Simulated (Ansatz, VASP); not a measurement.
# ZrB in two plane-wave programs, part 2 of 2

Wanted: the spread between two codes on one cell, functional and k mesh. The cell is taken from a series of runs on this material, whose earlier steps may have relaxed, scaled, displaced or heated it; both programs get it as it stands.

VASP 6.6.1 and Ansatz 0.2.0.

So far: Starting point; VASP: zone-centre phonons, PBEsol.

## 3. Ansatz: zone-centre phonons, PBEsol

Level of this step: Ansatz beside VASP: Kohn-Sham DFT, plane waves, PBEsol (Ansatz).

Ansatz runs on its PAW soft_1 files.

The same cell, functional, mesh and smearing now go to Ansatz, which takes its cutoff from its data sets.

Contents of input.yaml:

```yaml
crystal:
  lattice:
    - [0.0, 2.4553789095, 2.4553789095]
    - [2.4553789095, 0.0, 2.4553789095]
    - [2.4553789095, 2.4553789095, 0.0]
  atoms:
    - { symbol: Zr, position: [0.0, 0.0, 0.0] }
    - { symbol: B, position: [0.5, 0.5, 0.5] }
kpoints:
  mp_grid: { grid: [16, 16, 16] }
hamiltonian:
  xc: pbesol
  pseudopotentials: { kind: paw, azcp: { folder: soft_1 }, xc_functional: pbe }
scf:
  occupations: { method: methfessel_paxton, width: 0.2 }
output:
  eigenvalues: true
phonons:
  method: dfpt
  qmesh: [4, 4, 4]
  temperatures: { t_max: 1000, t_step: 50 }
  qpath:
    path:
      - [[0.0, 0.0, 0.0], [0.5, 0.0, 0.5], [0.625, 0.25, 0.625]]
      - [[0.375, 0.375, 0.75], [0.0, 0.0, 0.0], [0.5, 0.5, 0.5], [0.5, 0.25, 0.75], [0.5, 0.0, 0.5]]
    npoints: 10
```

Started as:

```console
ansatz run input.yaml --threads 4 --pin off --max-ram 10240MiB --backend cpu --events-out ev --progress --plain --runs-dir out
```

Numbers of over 12 decimals in the logs are rounded to 6 here.

The program printed:

```text
Engine: ansatz 0.2.0, aarch64-unknown-linux-gnu
Pseudopotentials: kind: paw
Pseudopotential: Zr, paw, valence charge 12, recommended cutoff 420 eV (normal), soft_1/Zr.paw.azcp
Pseudopotential: B, paw, valence charge 3, recommended cutoff 420 eV (normal), soft_1/B.paw.azcp
Functional definition: PBEsol
  exchange = pbesol_x
  correlation = pbesol_c
Crystal: 2 atoms, lattice volume = 29.606 Å³
Basis set: ecut = 420 eV, 561 PW (Γ), exchange–correlation on 48×48×48 points (8 copies of the dense FFT grid, shifted against one another)
Bands: 12, of which v1, the nominal top of the filled ones, is band 8 counted from 1 (7 counted from 0)
Symmetry: 48 space group operations
k-points: 145 of 4096
Non-local potential: Zr, projectors of the file, l = 0: 3, l = 1: 2, l = 2: 2, l = 3: 1
Non-local potential: B, projectors of the file, l = 0: 2, l = 1: 2, l = 2: 1
PAW form: soft (Blöchl's): semilocal exchange-correlation on the pseudo side does not see the compensation charge
PAW frozen core: Zr, regenerated for the run's functional, and the local potential with it (the file was generated under x = pbe(κ = 0.804, μ = 0.219515), c = pbe(β = 0.066725))
PAW frozen core: B, regenerated for the run's functional, and the local potential with it (the file was generated under x = pbe(κ = 0.804, μ = 0.219515), c = pbe(β = 0.066725))
PAW one-centre angular grid: Zr, 590 points (default); XC on 64 Gauss nodes
PAW one-centre angular grid: B, 110 points (default); XC on 64 Gauss nodes
Initial density: superposition of atomic densities (chi_scale 0.1, normalization cell, long waves kept (reshape's long-wave potential 0.00 eV rms))
Initial wavefunctions: pseudopotential atomic-orbital guess
Functional: x = pbesol(κ = 0.804, μ = 0.123457), c = pbesol(β = 0.046)
SCF iter   1: F=—  HF=-4282.536567 eV  |F-HF|=—  |Δ(HF+E_count)|=         —  Δρ=5.47e-2  dr2=1.52e0  ethr=3.10e-3  ⟨swp⟩=5.0  Hψ=8658  notcnv=0
preconditioner: auto → none  [metal: Δε(μ)=0.004 eV  Ē_g=7.505 eV  σ=0.200 eV  W_gap=0.02  n_scr=8 (ndim 8)  ℏωp=18.1 eV  f_vac=0.000  D(μ)=1.16/eV (n_scr^D=14)  sad-step TF]
SCF iter   2: F=—  HF=-4282.322034 eV  |F-HF|=—  |Δ(HF+E_count)|=   2.15e-1  S|Δr|=    0.00e0  Δρ=3.76e-2  dr2=7.27e-1  ethr=3.10e-3  ⟨swp⟩=1.3  Hψ=2939  notcnv=0
SCF iter   3: F=—  HF=-4282.117593 eV  |F-HF|=—  |Δ(HF+E_count)|=   2.04e-1  S|Δr|=    0.00e0  Δρ=3.33e-3  dr2=4.77e-3  ethr=3.10e-3  ⟨swp⟩=2.0  Hψ=2849  notcnv=0
SCF iter   4: F=—  HF=-4282.117245 eV  |F-HF|=—  |Δ(HF+E_count)|=   3.48e-4  S|Δr|=    0.00e0  Δρ=4.06e-4  dr2=4.57e-5  ethr=3.18e-5  ⟨swp⟩=2.0  Hψ=3085  notcnv=0  defer=8
SCF iter   5: F=—  HF=-4282.117242 eV  |F-HF|=—  |Δ(HF+E_count)|=   3.71e-6  S|Δr|=    0.00e0  Δρ=8.65e-5  dr2=1.97e-6  ethr=3.05e-7  ⟨swp⟩=2.0  Hψ=2786  notcnv=0  defer=8
SCF iter   6: F=—  HF=-4282.117241 eV  |F-HF|=—  |Δ(HF+E_count)|=   6.46e-7  S|Δr|=    0.00e0  Δρ=1.52e-5  dr2=2.81e-8  ethr=1.31e-8  ⟨swp⟩=2.0  Hψ=2792  notcnv=0  defer=24
SCF iter   7: F=—  HF=-4282.117241 eV  |F-HF|=—  |Δ(HF+E_count)|=   9.79e-9  S|Δr|=    0.00e0  Δρ=1.25e-6  dr2=3.34e-10  ethr=1.87e-10  ⟨swp⟩=2.0  Hψ=2765  notcnv=0  defer=24
SCF iter   8: F=-4282.117241 eV  HF=-4282.117241 eV  |F-HF|=1.82e-12  |Δ(HF+E_count)|=  6.82e-11  S|Δr|=    0.00e0  Δρ=4.03e-8  dr2=2.91e-13  ethr=1.00e-12  ⟨swp⟩=6.6  Hψ=7288  notcnv=0
SCF 1 converged in 8 iterations: F = -4282.117241 eV  dr2 = 2.91e-13
  greatest PAW one-centre occupation: 0.996 electrons in one spin orbital (limit 2), on the Zr atom at site 0 (counted from 0), in its partial waves of l = 0
phonons: the bands overlap, so this run is a metal and interpolates without the dipole-dipole term. If the crystal is really an insulator or semiconductor, its LO-TO splitting is missing
NSCF: frozen V_eff on 145 k-points
NSCF: frozen V_eff on 349 k-points
DFPT response loops at q = (0, 0, 0) (fractional): preconditioner auto → Kerker (q_TF=auto, 2.436 Å⁻¹) (partly filled bands, converged f_vac=0.000); β = 1.00, the filter's whole step (`scf.mixing.beta` (0.50) is not read by the response loops under this deck's `scf.mixing.preconditioner`; to damp them name `kerker` or `kerker_dos`, under which they read `scf.mixing.beta`, and type it under 1.00, their step now; both keys bind the ground state too); Broyden in place of MSR1
NSCF: frozen V_eff on 4352 k-points
DFPT response loops at q = (0, 0, 0.25) (fractional): mixed as the last ones told, above
NSCF: frozen V_eff on 2196 k-points
DFPT response loops at q = (0, 0, -0.5) (fractional): mixed as the last ones told, above
NSCF: frozen V_eff on 2320 k-points
DFPT response loops at q = (0, 0.25, 0.25) (fractional): mixed as the last ones told, above
NSCF: frozen V_eff on 8192 k-points
DFPT response loops at q = (0, 0.25, -0.5) (fractional): mixed as the last ones told, above
NSCF: frozen V_eff on 4352 k-points
DFPT response loops at q = (0, 0.25, -0.25) (fractional): mixed as the last ones told, above
NSCF: frozen V_eff on 1242 k-points
DFPT response loops at q = (0, -0.5, -0.5) (fractional): mixed as the last ones told, above
NSCF: frozen V_eff on 2320 k-points
DFPT response loops at q = (0.25, -0.5, -0.25) (fractional): mixed as the last ones told, above
SCF converged after 8 iterations
Stability not checked: this state was not tested for a lower state beside it, because cold or Methfessel-Paxton smearing, or corrected tetrahedra, fill the levels in a way that the test cannot read (fill_not_monotonic; see scf.lower_state_search)
Free energy (F): -4282.117241 eV
Harris-Foulkes:  -4282.117241 eV  (|F-HF|=1.82e-12)
Internal energy: -4282.118188 eV  (E = F + TS)
E sigma→0 (E₀):  -4282.117478 eV
Entropy (-TS):   0.000947 eV (0.474 meV/atom)
Fermi energy:    11.966309 eV
--- Per-component energies (eV) ---
  E_band       = -85.003797
  E_kinetic    = 361.006135
  E_local      = -615.770039  (includes V_loc(G=0)·N_el)
  E_nonlocal   = 84.903102
  E_hartree    = 201.267311
  E_xc         = -185.560151
  E_vxc        = -219.976473  (∫ρ·V_xc dr)
  E_paw        = -2984.642563  (= ΣΔE_a)
  E_vpaw       = -97.701133  (= ΣTr[D̂ρ^β])
  E_aug_tail   = -0.000019  (compensation charges beyond the density's cutoff)
  E_ewald      = -1143.502397
  E_core_change = 0.180432  (= ΣΔE_core)
  E_smearing   = 0.000947  (= −TS)
  E_closure    = 0.000000  (closes the sum)
  Σ components = -4282.117241   (vs F -4282.117241, Δ=0.00e0)
--- Band table (eV; the first three rows and the last of 145) ---
  k-point 0: bands = [... 4 lower, 3.9553, 13.6806, 13.6806, 13.6806, 15.0945, 15.0945, 15.4217, 15.4217]
  k-point 1: bands = [... 4 lower, 4.0427, 13.3883, 13.6389, 13.6389, 14.4288, 14.4288, 15.5516, 16.3025]
  k-point 2: bands = [... 4 lower, 4.2989, 12.7267, 13.1808, 13.1808, 14.2747, 14.2747, 15.7789, 17.4267]
  k-point 144: bands = [... 4 lower, 6.6731, 10.8940, 10.8940, 11.0838, 16.3948, 16.3948, 17.6703, 18.7411]
--- Phonons (Γ-DFPT): 2 representative perturbations + reference (Σ response iterations 6) ---
  ASR residual: 1.236e-5 → 0.000e0 eV/Å²; symmetrization residual: 5.506e-7 eV/Å²
  ASR residual per site (eV/Å²): 9.19e-7 1.24e-5
  Γ frequencies (cm⁻¹): 0.00 0.00 0.00 422.93 422.93 422.93
--- Phonons (arbitrary-q DFPT): 8 irreducible q on the 4×4×4 mesh ---
  q = [0.0000, 0.0000, 0.0000] (star 1, of the zone-centre solve; hermiticity 1.73e-7, symmetrization 6.62e-14): -0.00 0.00 0.00 422.93 422.93 422.93
  q = [0.0000, 0.0000, 0.2500] (star 8, 2 solved perturbations on 2176 of 4096 k-point pairs; hermiticity 1.02e-7, symmetrization 2.35e-8): 125.56 125.56 165.51 431.81 431.81 459.31
  q = [0.0000, 0.0000, -0.5000] (star 4, 2 solved perturbations on 1098 of 4096 k-point pairs; hermiticity 2.52e-8, symmetrization 1.26e-8): 186.64 190.09 190.09 407.35 407.35 453.92
  q = [0.0000, 0.2500, 0.2500] (star 6, 4 solved perturbations in 3616 linear systems a pass and spin channel, the states on 1160 of 4096 k-point pairs; hermiticity 1.75e-7, symmetrization 2.58e-9): 98.29 98.29 190.08 438.04 449.08 449.08
  q = [0.0000, 0.2500, -0.5000] (star 24, 4 solved perturbations in 12544 linear systems a pass and spin channel, the states on 4096 of 4096 k-point pairs; hermiticity 1.84e-7, symmetrization 8.64e-8): 166.90 177.34 202.94 424.79 436.08 487.33
  q = [0.0000, 0.2500, -0.2500] (star 12, 4 solved perturbations in 6672 linear systems a pass and spin channel, the states on 2176 of 4096 k-point pairs; hermiticity 1.09e-7, symmetrization 2.63e-8): 146.62 185.45 189.05 393.69 442.60 461.01
  q = [0.0000, -0.5000, -0.5000] (star 3, 4 solved perturbations in 1940 linear systems a pass and spin channel, the states on 621 of 4096 k-point pairs; hermiticity 1.19e-7, symmetrization 1.65e-8): 155.52 155.52 211.24 422.80 422.80 515.65
  q = [0.2500, -0.5000, -0.2500] (star 6, 4 solved perturbations in 3498 linear systems a pass and spin channel, the states on 1160 of 4096 k-point pairs; hermiticity 6.73e-8, symmetrization 1.35e-8): 184.93 184.93 186.58 398.66 466.87 466.87
  sum rule: each row above includes the acoustic sum rule's correction from the zone centre's row sums; it moved no ω² by more than (0.56 cm⁻¹)²
  mesh force constants: q→R imaginary residual 2.99e-18; ASR residual 1.236e-5 → 0.000e0 eV/Å²; symmetrization residual 1.954e-14 eV/Å²
  interpolated dispersion: 62 rows × 6 modes
  density of states and harmonic sums: on the 24×24×24 q-mesh, interpolated from the force constants of a 4×4×4 supercell (no non-analytic term)
  largest difference from the sums on the solved wave vectors: F 1.14e-2 eV, S 1.54e-5 and C_V 4.02e-6 eV/K
  zero-point energy: 0.113592 eV/cell   skipped modes (ω ≤ 0): 3   left out of the sums: 3.62e-5 of the cell's modes: C_V's classical limit lies that fraction below 3 k_B per atom; for a crystal, a wire or a layer, F and S can be off by more, and a phonons.interpolated_qmesh denser along its periods is the remedy for the sampling
```

Reading the cycles: dr2 is the Hartree energy of the density residual (eV), the measure of convergence; HF is the Harris–Foulkes estimate of the energy, which meets the free energy F at convergence.

## 4. Comparison

Known differences besides the potentials themselves: VASP's run holds the zone centre alone; the cutoff is 420 eV in Ansatz and 500 eV in VASP; Ansatz makes its cores anew for this functional, VASP keeps those of its PBE data sets. Total energies have different zeros and are not compared.

Both answers:

```csv
quantity,Ansatz,VASP,difference
optical mode 1 to 3 (cm⁻¹),422.9,424.3,-0.33 %
```

Modes are paired by rising frequency, not by their patterns, so a pair may set unlike modes beside each other; they are those without the splitting of longitudinal modes.

## 5. Summary of results

```
r.m.s. difference of the optical zone-centre modes, each program's sorted by frequency (zone-centre phonons, PBEsol) : 1.4 cm⁻¹
```

**Reading.** The r.m.s. difference of the optical zone-centre modes, each program's sorted by frequency is 1.4 cm⁻¹ (zone-centre phonons, PBEsol). How closely two codes agree says nothing of how well the functional describes the real material.

[Lines on the potential files, build, host, timing and source positions are cut from VASP's logs without a mark.]

[Logs are printed without paths, hosts, clocks, repeated set-up lines and the standing remarks that a program may print on its own settings, such as how far it seeks lower states.]

[Hosts, paths, dates, database ids (printed as entryN), source tags and the programs' standing remarks are cut or masked in the printed files.]
